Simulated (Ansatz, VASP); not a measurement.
## Sr2SO: VASP beside Ansatz

```
Sr S O
1.0
     4.04324    0.00000    0.00000
     0.00000    4.04324    0.00000
     0.00000    0.00000    5.71800
Sr S O
2 1 1
Direct
  0.00000 0.00000 0.00000
  0.50000 0.50000 0.50000
  0.00000 0.00000 0.50000
  0.50000 0.50000 0.00000
```

The cell comes from a database or a generator and needn't be the stable form of this composition.

Alike in both runs: task single point; functional PBEsol; k mesh 8 × 8 × 6; occupations gaussian, width 0.05 eV; no spin polarisation.

```csv
,VASP,Ansatz
version,VASP 6.6.1,Ansatz 0.2.0
potentials or method,"VASP PAW PBE potentials, release 64 (Sr_sv, S, O)","scalar-relativistic, plane waves, PAW"
plane-wave cutoff (eV),520,420
valence electrons in the cell,32,32
```

```csv
,VASP,Ansatz,Ansatz less VASP
gap on the k mesh at the Fermi level (eV),2.12,2.14,+0.020
least direct gap on the mesh (eV),2.12,2.14,+0.020
pressure (GPa),-2.4,-2.7,-0.25
largest component of the traceless stress (GPa),0.09,0.09,-0.002
```

The functional is the same, so the differences come from potentials, cutoffs and numerics.

Caveats: the PAW data sets were made with another functional, which shifts forces and pressure a little (VASP). A k mesh can miss the band edges.
